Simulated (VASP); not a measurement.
Input:

```
BaTiO3
1.0
    4.01220     0.00000     0.00000
    0.00000     4.01220     0.00000
    0.00000     0.00000     4.01220
Ba Ti O
1 1 3
Direct
  0.00000   0.00000   0.00000
  0.50000   0.50000   0.50000
  0.50000   0.00000   0.50000
  0.00000   0.50000   0.50000
  0.50000   0.50000   0.00000
```

Method: PBE GGA with D4 dispersion, VASP's PBE PAW potentials (set 64) (plane waves; VASP). Settings: 520 eV cut-off, 6×6×6 Γ-centred mesh, tetrahedra with Blöchl corrections, potentials Ba_sv Ti_sv O.

The cores are frozen, which limits the accuracy of field gradients.

Question: Give the principal components of the electric field gradient (V/Å²) and the asymmetry η at each nucleus.

Answer: 
```json
[
 {"atom": "Ba1", "Vxx": "0.0", "Vyy": "0.0", "Vzz": "0.0", "η": "-"},
 {"atom": "Ti2", "Vxx": "0.0", "Vyy": "0.0", "Vzz": "0.0", "η": "-"},
 {"atom": "O3", "Vxx": "-12.7", "Vyy": "-12.7", "Vzz": "25.4", "η": "0.00"},
 {"atom": "O4", "Vxx": "-12.7", "Vyy": "-12.7", "Vzz": "25.4", "η": "0.00"},
 {"atom": "O5", "Vxx": "-12.7", "Vyy": "-12.7", "Vzz": "25.4", "η": "0.00"}
]
```

The compound is BaTiO3 in the cubic perovskite structure, the ideal cubic form; the compound distorts at low or room temperature. It was relaxed first.
